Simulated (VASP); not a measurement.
# HPbNO4 (P1) in VASP: a series of runs, part 2 of 2

VASP 6.6.1. Earlier steps stand in the parts before.

## Step 4: Relaxation of cell and atoms, BLYP

Input file INCAR:

```
SYSTEM = HPbNO4
PREC = Accurate ; ENCUT = 600
EDIFF = 1E-7 ; ISMEAR = -1
SIGMA = 0.05 ; LREAL = .FALSE.
LASPH = .TRUE. ; NELM = 60
ALGO = Fast ; ISIF = 3
LWAVE = .FALSE. ; LCHARG = .FALSE.
GGA = B5 ; ALDAX = 1.0
AGGAX = 1.0 ; AGGAC = 1.0
ALDAC = 0.0 ; IBRION = 2
NSW = 60 ; EDIFFG = -0.02
KPAR = 4
```

Input file KPOINTS:

```
Automatic mesh
0
G
  7 5 5
  0 0 0
```

Input file POSCAR:

```
HPbNO4
1.0
    3.8540400000      0.1438400000      0.0901200000
   -0.2532000000      5.5269800000      0.1647100000
   -0.4819700000     -1.9272000000      5.7202500000
H Pb N O
1 1 1 4
Direct
    0.1091300000      0.6571800000      0.5446300000
    0.6102900000      0.5212700000      0.1510000000
    0.9158000000      0.9626300000      0.9586700000
    0.0138400000      0.1363900000      0.8808400000
    0.7239800000      0.0105700000      0.1285800000
    0.0038900000      0.7373200000      0.8704300000
    0.1192700000      0.5932400000      0.3765100000
```

Potentials or basis: VASP PAW PBE potentials, release 64 (H, Pb_d, N, O).

Command:

```console
cat potpaw_PBE.64/H/POTCAR potpaw_PBE.64/Pb_d/POTCAR potpaw_PBE.64/N/POTCAR potpaw_PBE.64/O/POTCAR > POTCAR
mpirun -np 4 vasp_std > vasp.out
```

OUTCAR:

```text
SYSTEM = HPbNO4
   PREC = Accurate
   ENCUT = 600
   EDIFF = 1E-7
   ISMEAR = -1
   LREAL = .FALSE.
   LASPH = .TRUE.
   NELM = 60
   ISIF = 3
   GGA = B5
   IBRION = 2
   NSW = 60
   EDIFFG = -0.02

 ion  position               nearest neighbor table
   1  0.109  0.657  0.545-   7 0.98
   2  0.610  0.521  0.151-   7 2.28   7 2.38   5 2.78   5 2.83   4 2.84   6 2.85
   3  0.916  0.963  0.959-   4 1.25   6 1.27   5 1.28
   4  0.014  0.136  0.881-   3 1.25   2 2.84
   5  0.724  0.011  0.129-   3 1.28   2 2.78   2 2.83
   6  0.004  0.737  0.870-   3 1.27   2 2.85
   7  0.119  0.593  0.377-   1 0.98   2 2.28   2 2.38

  LATTYP: Found a triclinic cell.
 ALAT       =     6.9506566964
 B/A-ratio  =     0.5550232440
 C/A-ratio  =     0.7963604173
 COS(alpha) =     0.0077737674
 COS(beta)  =     0.2535091708
 COS(gamma) =     0.4946358889

  Lattice vectors:

 A1 = (  -3.3720700000,   1.7833600000,  -5.8103700000)
 A2 = (  -3.8540400000,  -0.1438400000,  -0.0901200000)
 A3 = (  -0.2532000000,   5.5269800000,   0.1647100000)

Analysis of symmetry for initial positions (statically):
=====================================================================
 Subroutine PRICEL returns:
 Original cell was already a primitive cell.

 Routine SETGRP: Setting up the symmetry group for a
 triclinic supercell.

 Subroutine GETGRP returns: Found  1 space group operations
 (whereof  1 operations were pure point group operations)
 out of a pool of  2 trial point group operations.

The static configuration has the point symmetry C_1 .

Analysis of symmetry for dynamics (positions and initial velocities):
=====================================================================
 Subroutine PRICEL returns:
 Original cell was already a primitive cell.
[... 158 lines left out ...]

 number of electron      44.0000002 magnetization

 Free energy of the ion-electron system (eV)
  ---------------------------------------------------
  ext. energy  EPLUGINS =         0.00000000
  ---------------------------------------------------
  free energy    TOTEN  =       -38.26070427 eV

  energy without entropy =      -38.26070427  energy(sigma->0) =      -38.26070427

------------------------ aborting loop because EDIFF is reached ----------------------------------------

  FORCE on cell =-STRESS in cart. coord.  units (eV):
  Direction    XX          YY          ZZ          XY          YZ          ZX
  --------------------------------------------------------------------------------------
  -------------------------------------------------------------------------------------
  Total        1.6895872      2.3652021      1.5589395      0.0472097      0.0479212     -0.7813775
  in kB       21.9098555     30.6709447     20.2156706      0.6121954      0.6214220    -10.1325744
  external PRESSURE =      24.2654902 kB  Pullay stress =       0.0000000 kB
[... 104 lines left out ...]
  FREE ENERGIE OF THE ION-ELECTRON SYSTEM (eV)
  ---------------------------------------------------
  free  energy   TOTEN  =       -38.2853812748 eV

  energy  without entropy=      -38.2853812748  energy(sigma->0) =      -38.28538127

[... ionic steps 4 to 19 ...]

--------------------------------------- Ionic step       20  -------------------------------------------

 number of electron      44.0000001 magnetization

------------------------ aborting loop because EDIFF is reached ----------------------------------------
[... 77 lines left out ...]
--------------------------------------- Ionic step       22  -------------------------------------------

 number of electron      44.0000001 magnetization

 Free energy of the ion-electron system (eV)
  ---------------------------------------------------
  ext. energy  EPLUGINS =         0.00000000
  ---------------------------------------------------
  free energy    TOTEN  =       -38.29337797 eV

  energy without entropy =      -38.29337797  energy(sigma->0) =      -38.29337797

 E-fermi :   0.3460     XC(G=0):  -7.1843

 val. band max:       -0.7983976005   @ k =  -0.4286  -0.4000   0.4000
 cond. band min:       2.2837271584   @ k =   0.4286  -0.0000   0.4000
 fundamental gap:      3.0821247589
 Fermi energy:         0.3459575923

 k-point     1 :       0.0000    0.0000    0.0000
  band No.  band energies     occupation
      1     -25.8912      2.00000
      2     -20.6705      2.00000
      3     -20.4196      2.00000
      4     -18.0223      2.00000
      5     -15.7695      2.00000
      6     -15.7445      2.00000
[... 685 lines left out ...]
     25       4.7276      0.00000
     26       5.0214      0.00000

 [... further k-points ...]

------------------------ aborting loop because EDIFF is reached ----------------------------------------

  FORCE on cell =-STRESS in cart. coord.  units (eV):
  Direction    XX          YY          ZZ          XY          YZ          ZX
  --------------------------------------------------------------------------------------
  -------------------------------------------------------------------------------------
  Total       -0.0084785     -0.0242011      0.0333822      0.0023190      0.0160156      0.0441546
  in kB       -0.1062340     -0.3032361      0.4182745      0.0290571      0.2006730      0.5532512
  external PRESSURE =       0.0029348 kB  Pullay stress =       0.0000000 kB
[... 22 lines left out ...]
  FREE ENERGIE OF THE ION-ELECTRON SYSTEM (eV)
  ---------------------------------------------------
  free  energy   TOTEN  =       -38.2933779717 eV

  energy  without entropy=      -38.2933779717  energy(sigma->0) =      -38.29337797

 reached required accuracy - stopping structural energy minimisation
```

It took 19 min on 4 MPI ranks of Intel Xeon Platinum 8488C (Sapphire Rapids), shared host; peak memory 0.53 GiB.

Results:

| Property | Result |
| --- | --- |
| Free energy | -38.2934 eV |
| Relaxed volume | 18.27 Å³/atom |
| Relaxed cell | a = 3.911 Å, b = 5.610 Å, c = 6.098 Å, α = 106.57°, β = 93.96°, γ = 90.43° |
| Space group after relaxing (to 0.05 Å) | P1 (No. 1) |
| Energy gained by relaxing | 4.7 meV/atom |
| Ionic steps | 22 |
| Pressure after relaxing | 0.0 GPa |
| Largest force after relaxing | 0.015 eV/Å |
| Band gap on the k mesh | 3.08 eV, indirect (least direct gap 3.16 eV) |

Forces in eV/Å, atoms in the order of the input:
```
H    0.003 -0.002  0.000
Pb   0.007  0.000  0.004
N    0.000  0.010 -0.003
O    0.001  0.010  0.004
O   -0.012 -0.008 -0.002
O    0.001 -0.007  0.003
O    0.002 -0.003 -0.006
```

Step by step:
```csv
step,energy change (eV),largest force (eV/Å),pressure (GPa),volume (Å³)
1,0.0000,0.8976,2.43,123.55
2,0.1512,2.5011,-4.05,128.39
3,-0.0247,0.1872,0.44,124.80
4,-0.0247,0.1613,0.48,124.77
5,-0.0283,0.2457,0.31,125.79
6,-0.0283,0.2286,0.32,125.75
7,-0.0305,0.0919,0.14,126.42
8,-0.0308,0.1065,0.07,126.67
9,-0.0308,0.1090,0.06,126.71
10,-0.0312,0.0963,0.06,126.87
11,-0.0316,0.0893,0.06,127.05
12,-0.0316,0.2114,0.07,127.41
13,-0.0317,0.1553,0.06,127.25
14,-0.0320,0.1217,0.05,127.35
15,-0.0323,0.0659,0.02,127.53
16,-0.0325,0.0722,-0.04,127.89
17,-0.0325,0.0458,-0.02,127.80
18,-0.0326,0.0281,-0.01,127.82
19,-0.0326,0.0204,0.00,127.84
20,-0.0326,0.0542,0.02,127.88
21,-0.0326,0.0316,0.00,127.85
22,-0.0327,0.0150,0.00,127.87
```

Final structure:
```
H Pb N O
1.0
     3.90705    0.14618    0.09283
    -0.25621    5.60134    0.17496
    -0.48608   -1.94362    5.75918
H Pb N O
1 1 1 4
Direct
  0.11043 0.65672 0.54446
  0.60808 0.52166 0.15257
  0.91635 0.96256 0.95809
  0.01449 0.13597 0.88008
  0.72364 0.01046 0.12823
  0.00457 0.73776 0.87012
  0.11863 0.59346 0.37711
```

Levels at points of the mesh, in eV from the valence-band top:
```
           k point  band 18  band 19  band 20  band 21  band 22  band 23  band 24  band 25  band 26
(0.00, 0.00, 0.00)    -1.76    -1.56    -1.33    -0.56    -0.35     3.38     4.30     5.69     6.02
```

Caveat: the standard files for N, O and F lose accuracy on very short bonds; the PAW data sets were made with another functional, which shifts forces and pressure a little; spin-orbit coupling is left out, which as a rule narrows the gap of such compounds by several tenths of an eV; an odd mesh through Γ misses points on the zone boundary, where band edges often lie.

## Step 5: The reference run

An earlier run on the cell as given: functional PBE; potentials or basis VASP PAW PBE potentials, release 64 (H, Pb_d, N, O); cutoff 520 eV; k mesh 7 × 5 × 5; occupations fermi-dirac, width 0.05 eV; no spin polarisation.

* Pressure: 0.5 GPa
* Largest force: 0.422 eV/Å
* Band gap on the k mesh: 3.14 eV, indirect (least direct gap 3.22 eV)

## Step 6: Summary

```csv
task,level,cell,cutoff (eV),gap on the mesh (eV),pressure (GPa),relaxed volume (Å³/atom),largest force (eV/Å)
relaxation of cell and atoms,RPBE,relaxed,600,3.19,0.0,19.14,0.02
relaxation of cell and atoms,revPBE,relaxed,600,3.18,0.0,18.84,0.02
relaxation of cell and atoms,BLYP,relaxed,600,3.08,0.0,18.27,0.01
single point,PBE,as given,520,3.14,0.5,-,0.42
```

Alike in all rows: potentials or basis VASP PAW PBE potentials, release 64 (H, Pb_d, N, O); no spin polarisation; k mesh 7 × 5 × 5; smearing fermi-dirac 0.05 eV.

Caveats: the standard files for N, O and F lose accuracy on very short bonds; spin-orbit coupling is left out, which as a rule narrows the gap of such compounds by several tenths of an eV; an odd mesh through Γ misses points on the zone boundary, where band edges often lie; the PAW data sets were made with another functional, which shifts forces and pressure a little (some runs).

Absolute energies hang on the potentials; compare differences alone.
